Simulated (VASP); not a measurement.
VASP input:

### INCAR
```
! general
SYSTEM =InSb
PREC   =Accurate
ENCUT  =400
LREAL  =.FALSE.
LASPH  =.TRUE.

! electronic loop
EDIFF  =1E-6
NELM   =100
ALGO   =Normal
LMAXMIX=4

! smearing
ISMEAR =1
SIGMA  =0.1

! ions
IBRION =2
NSW    =60
ISIF   =3
EDIFFG =-0.01

! output
LWAVE  =.FALSE.
LCHARG =.FALSE.
```

KPOINTS:
```
Automatic mesh
0
G
 9 9 9
0 0 0
```

**POSCAR**
```
InSb
1.0
  0.0000000000   3.3166100000   3.3166100000
  3.3166100000   0.0000000000   3.3166100000
  3.3166100000   3.3166100000   0.0000000000
In Sb
1 1
Cart
  0.0000000000   0.0000000000   0.0000000000
  1.6583050000   1.6583050000   1.6583050000
```

POTCAR, in this order: In_d Sb (LDA.64 set). Program: vasp_std.

### Question
Write an equivalent input for Ansatz.

### Answer
One equivalent input (not run):
Ansatz 0.2 input:
```yaml
crystal:
  lattice:
    - [0.0000000, 3.3166100, 3.3166100]
    - [3.3166100, 0.0000000, 3.3166100]
    - [3.3166100, 3.3166100, 0.0000000]
  atoms:
    - { symbol: In, position: [0.0000000, 0.0000000, 0.0000000] }
    - { symbol: Sb, position: [0.2500000, 0.2500000, 0.2500000] }
kpoints:
  mp_grid: { grid: [9, 9, 9] }
hamiltonian:
  xc: lda
  pseudopotentials: { kind: paw }
scf:
  occupations: { method: methfessel_paxton, width: 0.1 }
  max_iter: 100
relax:
  max_steps: 60
  f_tol: 0.01
  cell: {}
output: { forces: true, stress: true, eigenvalues: true }
```
The two are equivalent in intent, not identical: each code has its own PAW files, so the cut-off isn't converted (ENCUT is set for VASP's; basis.ecutwfc is left out, and Ansatz then takes the one that its files recommend); Ansatz stops its SCF on the density residual and VASP on the energy change (EDIFF); Ansatz's lda is the Perdew-Wang form, while the LDA potentials of VASP carry Perdew-Zunger's.

The structure comes from a computed database's InSb entry (F-43m); how it stands against other phases isn't given here. This run relaxes it. Symmetry was kept, so distortions that lower it aren't found.
